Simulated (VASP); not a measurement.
Data:

```xyz
2
Lattice="0.0000 2.9605 2.9605 2.9605 0.0000 2.9605 2.9605 2.9605 0.0000" Properties=species:S:1:pos:R:3 pbc="T T T"
Cd     0.0000     0.0000     0.0000
S      1.4803     1.4803     1.4803
```

Calculation: PBE GGA with spin-orbit coupling, VASP's PBE PAW potentials (set 64) (plane waves; VASP). Numerical set-up: 400 eV cut-off, 7×7×7 Γ-centred mesh, Gaussian smearing of 0.050 eV, potentials Cd S.

**Question.** What does the run give for the energy per atom (σ→0), band gap (over mesh and band path) with the smallest direct gap where there is one?

**Answer.** 
```
Property                                                Value
---------------------------------------------  --------------
band gap (over mesh and band path)                    1.03 eV
smallest direct gap (over mesh and band path)         1.03 eV
energy per atom (σ→0)                          -3.086 eV/atom
```

Only differences to runs with the same potentials and settings are physical.

The compound is CdS in the zinc blende structure, a metastable form; wurtzite is the usual one. It was relaxed first, which changed the volume by +5 %.
